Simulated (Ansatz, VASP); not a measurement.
# InB3 in VASP and in Ansatz

```
CELL_PARAMETERS angstrom
2.24365 1.29537 6.28666
-2.24365 1.29537 6.28666
0.00000 -2.59075 6.28666
ATOMIC_POSITIONS crystal
In 0.37992 0.37992 0.37992
In 0.62008 0.62008 0.62008
B 0.20985 0.34864 0.91635
B 0.91635 0.20985 0.34864
B 0.34864 0.91635 0.20985
B 0.79015 0.65136 0.08365
B 0.08365 0.79015 0.65136
B 0.65136 0.08365 0.79015
```

Alike in both runs: functional PBE; k mesh 6 × 6 × 6; occupations gaussian, width 0.1 eV; no spin polarisation.

Ansatz relaxed the structure, and its values are those at the end. VASP's run is a single point on that final structure, the one shown.

```csv
,VASP,Ansatz
version,VASP 6.6.1,Ansatz 0.2.0
potentials or method,"VASP PAW PBE potentials, release 64 (In_d, B)","scalar-relativistic, plane waves, PAW"
plane-wave cutoff (eV),520,420
valence electrons in the cell,44,44
```

VASP gave:

```
gap on the k mesh at the Fermi level (eV) : none
pressure (GPa)                            : 0.0
rms of the force components (eV/Å)        : 0.017
```

Q: What did Ansatz give for the same quantities?

A: gap on the k mesh at the Fermi level (eV): none; pressure (GPa): 0.0; rms of the force components (eV/Å): 0.014.

A gap of «none» marks a metal or a gap that the smearing closes.
